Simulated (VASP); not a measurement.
Level of theory: PBE GGA, VASP's PBE PAW potentials (set 64) (plane waves; VASP).

VASP input:

File POSCAR:
```
Ta
1.0
  0.0000000000   2.9627420000   2.9627420000
  2.9627420000   0.0000000000   2.9627420000
  2.9627420000   2.9627420000   0.0000000000
Ta
2
Cart
  4.4441130000   4.4441130000   4.4441130000
  2.9627420000   2.9627420000   2.9627420000
```

KPOINTS:
```
Automatic mesh
0
Gamma
13 13 13
0 0 0
```

### INCAR
```
SYSTEM=Ta
PREC=Accurate; ENCUT=300; LREAL=.False.
LASPH=.True.
EDIFF=1E-6; NELM=100; ALGO=Normal
LMAXMIX=6
ISMEAR=0; SIGMA=0.2
GGA=PE
ISIF=2
LWAVE=.False.; LCHARG=.False.
```

POTCAR, in this order: Ta_pv (PBE.64 set). Program: vasp_std.

Output of the run:

OUTCAR:
```
 ion  position               nearest neighbor table
   1  0.750  0.750  0.750-   2 2.57   2 2.57   2 2.57   2 2.57
   2  0.500  0.500  0.500-   1 2.57   1 2.57   1 2.57   1 2.57
  LATTYP: Found a face centered cubic cell.
 ALAT       =     5.9254840000
 Subroutine PRICEL returns:
 Original cell was already a primitive cell.
 Subroutine GETGRP returns: Found 48 space group operations
The static configuration has the point symmetry T_d .
 The point group associated with its full space group is O_h .
The dynamic configuration has the point symmetry T_d .
 Subroutine INISYM returns: Found 48 space group operations
 Subroutine IBZKPT returns following result:
 Found     84 irreducible k-points:

 Following reciprocal coordinates:
            Coordinates               Weight
  0.000000  0.000000  0.000000      1.000000
  0.076923  0.000000  0.000000      8.000000
  0.153846  0.000000  0.000000      8.000000
  0.230769  0.000000  0.000000      8.000000
  0.307692  0.000000  0.000000      8.000000
  0.384615  0.000000  0.000000      8.000000
  0.461538  0.000000  0.000000      8.000000
  0.076923  0.076923  0.000000      6.000000
  0.153846  0.076923  0.000000     24.000000
  0.230769  0.076923  0.000000     24.000000
  0.307692  0.076923  0.000000     24.000000
  0.384615  0.076923  0.000000     24.000000
  0.461538  0.076923  0.000000     24.000000
 -0.461538  0.076923  0.000000     24.000000
 -0.384615  0.076923  0.000000     24.000000
 -0.307692  0.076923  0.000000     24.000000
 -0.230769  0.076923  0.000000     24.000000
 -0.153846  0.076923  0.000000     24.000000
 -0.076923  0.076923  0.000000     12.000000
  0.153846  0.153846  0.000000      6.000000
  0.230769  0.153846  0.000000     24.000000
  0.307692  0.153846  0.000000     24.000000
  0.384615  0.153846  0.000000     24.000000
  0.461538  0.153846  0.000000     24.000000
 -0.461538  0.153846  0.000000     24.000000
 -0.384615  0.153846  0.000000     24.000000
 -0.307692  0.153846  0.000000     24.000000
 -0.230769  0.153846  0.000000     24.000000
 -0.153846  0.153846  0.000000     12.000000
  0.230769  0.230769  0.000000      6.000000
  0.307692  0.230769  0.000000     24.000000
  0.384615  0.230769  0.000000     24.000000
  0.461538  0.230769  0.000000     24.000000
 -0.461538  0.230769  0.000000     24.000000
 -0.384615  0.230769  0.000000     24.000000
 -0.307692  0.230769  0.000000     24.000000
 -0.230769  0.230769  0.000000     12.000000
  0.307692  0.307692  0.000000      6.000000
  0.384615  0.307692  0.000000     24.000000
  0.461538  0.307692  0.000000     24.000000
   k-points           NKPTS =     84   k-points in BZ     NKDIM =     84   number of bands    NBANDS=     15
   number of dos      NEDOS =    301   number of ions     NIONS =      2
   total plane-waves  NPLWV =  13824
   dimension x,y,z NGX =    24 NGY =   24 NGZ =   24
   dimension x,y,z NGXF=    48 NGYF=   48 NGZF=   48
   ions per type =               2
   PREC   = accura    normal or accurate (medium, high low for compatibility)
   ISTART =      0    job   : 0-new  1-cont  2-samecut
   ICHARG =      2    charge: 1-file 2-atom 10-const
   ISPIN  =      1    spin polarized calculation?
   LNONCOLLINEAR =      F non collinear calculations
   LSORBIT =      F    spin-orbit coupling
   INIWAV =      1    electr: 0-lowe 1-rand  2-diag
   ENCUT  =  300.0 eV  22.05 Ry    4.70 a.u.   5.92  5.92  5.92*2*pi/ulx,y,z
   NELM   =    100;   NELMIN=  2; NELMDL= -5     # of ELM steps
   EDIFF  = 0.1E-05   stopping-criterion for ELM
   LREAL  =      F    real-space projection
   NLSPLINE    = F    spline interpolate recip. space projectors
...
```

OSZICAR:
```
       N       E                     dE             d eps       ncg     rms          rms(c)
DAV:   1     0.117956223365E+03    0.11796E+03   -0.10285E+04  2752   0.958E+02
DAV:   2    -0.150595037190E+02   -0.13302E+03   -0.13186E+03  3206   0.292E+02
DAV:   3    -0.180068784151E+02   -0.29474E+01   -0.28648E+01  3150   0.426E+01
DAV:   4    -0.180445670107E+02   -0.37689E-01   -0.37627E-01  3100   0.475E+00
DAV:   5    -0.180452726242E+02   -0.70561E-03   -0.70547E-03  3454   0.470E-01    0.148E+01
DAV:   6    -0.178414378033E+02    0.20383E+00   -0.35284E-01  3066   0.493E+00    0.809E+00
DAV:   7    -0.177909368162E+02    0.50501E-01   -0.16818E-01  3178   0.389E+00    0.106E+00
DAV:   8    -0.177876089070E+02    0.33279E-02   -0.16927E-02  2835   0.901E-01    0.105E-01
DAV:   9    -0.177876967691E+02   -0.87862E-04   -0.26880E-04  3150   0.127E-01    0.445E-02
DAV:  10    -0.177877043683E+02   -0.75992E-05   -0.14028E-05  2891   0.322E-02    0.361E-03
DAV:  11    -0.177877046983E+02   -0.33000E-06   -0.86287E-07  1733   0.622E-03
   1 F= -.17787705E+02 E0= -.17750858E+02  d E =-.736938E-01
```

### OUTCAR
```
------------------------ aborting loop because EDIFF is reached ----------------------------------------
  FORCE on cell =-STRESS in cart. coord.  units (eV):
  Direction    XX          YY          ZZ          XY          YZ          ZX
  --------------------------------------------------------------------------------------
  Total        2.2582837      2.2582837      2.2582837      0.0000000     -0.0000000      0.0000000
  in kB       69.5628843     69.5628843     69.5628843      0.0000000     -0.0000000      0.0000000
  external PRESSURE =      69.5628843 kB  Pullay stress =       0.0000000 kB
  volume of cell :       52.01
      direct lattice vectors                 reciprocal lattice vectors
     0.000000000  2.962742000  2.962742000    -0.168762585  0.168762585  0.168762585
     2.962742000  0.000000000  2.962742000     0.168762585 -0.168762585  0.168762585
     2.962742000  2.962742000  0.000000000     0.168762585  0.168762585 -0.168762585
 POSITION                                       TOTAL-FORCE (eV/Angst)
 -----------------------------------------------------------------------------------
      4.44411      4.44411      4.44411         0.000000      0.000000     -0.000000
      2.96274      2.96274      2.96274        -0.000000     -0.000000      0.000000
 -----------------------------------------------------------------------------------
    total drift:                               -0.000000      0.000000      0.000000
  FREE ENERGIE OF THE ION-ELECTRON SYSTEM (eV)
  ---------------------------------------------------
  free  energy   TOTEN  =       -17.7877046983 eV

  energy  without entropy=      -17.7140109299  energy(sigma->0) =      -17.75085781
```
(Selected blocks of OUTCAR.)

### OUTCAR
```
 val. band max:        2.5264712155   @ k =   0.3077   0.2308   0.0000

 cond. band min:       2.5542127180   @ k =  -0.3846   0.0769   0.0000


 Fermi energy:         2.5319708900

 k-point     1 :       0.0000    0.0000    0.0000
  band No.  band energies     occupation
      1     -31.6029      2.00000
      2     -31.6029      2.00000
      3     -31.6029      2.00000
      4     -30.5938      2.00000
      5     -30.5938      2.00000
      6     -30.5938      2.00000
      7      -3.3011      2.00000
      8       1.3461      2.00000
      9       1.3461      2.00000
     10       2.2284      1.96818
     11       2.2284      1.96818
     12       2.2284      1.96818
     13       4.7065      0.00000
     14       4.7065      0.00000
     15       4.7065      0.00000

 k-point     2 :       0.0769    0.0000    0.0000
  band No.  band energies     occupation
      1     -31.6101      2.00000
      2     -31.6101      2.00000
      3     -31.6021      2.00000
      4     -30.5954      2.00000
      5     -30.5860      2.00000
      6     -30.5860      2.00000
      7      -3.1971      2.00000
      8       1.2822      2.00000
      9       1.2822      2.00000
     10       2.2073      1.97832
     11       2.3460      1.81156
     12       2.3460      1.81156
     13       4.4958      0.00000
     14       4.6875      0.00000
     15       4.6875      0.00000

 k-point     3 :       0.1538    0.0000    0.0000
  band No.  band energies     occupation
      1     -31.6294      2.00000
      2     -31.6294      2.00000
      3     -31.6006      2.00000
      4     -30.5998      2.00000
      5     -30.5650      2.00000
      6     -30.5650      2.00000
      7      -2.8937      2.00000
      8       1.1815      2.00000
      9       1.1815      2.00000
     10       2.1557      1.99220
     11       2.5689      0.79412
     12       2.5689      0.79412
     13       3.9562      0.00000
     14       4.6738      0.00000
     15       4.6738      0.00000
...
```

At this cut-off the stress carries a Pulay error, which pulls relaxed volumes low. Unless said otherwise, spin-orbit coupling is left out, though it shifts the bands of the heavy elements here.

The structure was generated: Ta was put into an ordered model structure, which need not be its known phase. The cell was not relaxed at this level.
